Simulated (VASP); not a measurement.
OSZICAR of a VASP run on CdS (zinc blende):

File OSZICAR:
```
       N       E                     dE             d eps       ncg     rms          rms(c)
DAV:   1     0.835385799715E+02    0.83539E+02   -0.93741E+03   950   0.129E+03
DAV:   2    -0.296855155708E+02   -0.11322E+03   -0.10869E+03  1035   0.298E+02
DAV:   3    -0.348418231059E+02   -0.51563E+01   -0.51399E+01  1075   0.658E+01
DAV:   4    -0.348815162039E+02   -0.39693E-01   -0.39684E-01  1045   0.572E+00
DAV:   5    -0.348820595415E+02   -0.54334E-03   -0.54333E-03  1075   0.640E-01    0.767E+00
DAV:   6    -0.295037283488E+02    0.53783E+01   -0.41691E+00   915   0.337E+01    0.944E+00
DAV:   7    -0.296036112975E+02   -0.99883E-01   -0.47580E-01   910   0.901E+00    0.536E+00
DAV:   8    -0.294964707274E+02    0.10714E+00   -0.40955E-01   910   0.604E+00    0.125E+00
DAV:   9    -0.296712547684E+02   -0.17478E+00   -0.20367E-01   910   0.438E+00    0.733E-01
DAV:  10    -0.296820954421E+02   -0.10841E-01   -0.11101E-02   945   0.104E+00    0.319E-01
DAV:  11    -0.296841111664E+02   -0.20157E-02   -0.68482E-03   930   0.948E-01    0.177E-01
DAV:  12    -0.296850865033E+02   -0.97534E-03   -0.27637E-03   925   0.548E-01    0.116E-01
DAV:  13    -0.296861917036E+02   -0.11052E-02   -0.11630E-03   915   0.395E-01    0.278E-02
DAV:  14    -0.296863031791E+02   -0.11148E-03   -0.34535E-05  1090   0.549E-02    0.568E-03
DAV:  15    -0.296863249276E+02   -0.21749E-04   -0.96654E-06   940   0.313E-02    0.444E-03
DAV:  16    -0.296863285779E+02   -0.36503E-05   -0.41951E-06   930   0.213E-02    0.380E-03
DAV:  17    -0.296863289319E+02   -0.35403E-06   -0.34673E-07  1000   0.676E-03    0.278E-03
DAV:  18    -0.296863290939E+02   -0.16202E-06   -0.47174E-07   920   0.926E-03    0.742E-04
DAV:  19    -0.296863290246E+02    0.69260E-07   -0.18638E-07   872   0.451E-03
   1 F= -.29686329E+02 E0= -.29686329E+02  d E =0.000000E+00
       N       E                     dE             ncg
       N       E                     dE             ncg
```

Problem. Which electronic solver shows in the log?

Solution. It is blocked Davidson (ALGO = Normal, or the opening steps of other solvers). The INCAR had ALGO = Normal.

Problem. Can the final energy be trusted as converged?

Solution. The calculation finished and met its thresholds. It stopped with EDIFF = 1E-7, NELM = 100 (r2SCAN meta-GGA, plane waves, VASP's PBE PAW potentials (set 64)).

The compound is CdS in the zinc blende structure, a metastable form; wurtzite is the usual one. It was relaxed first.
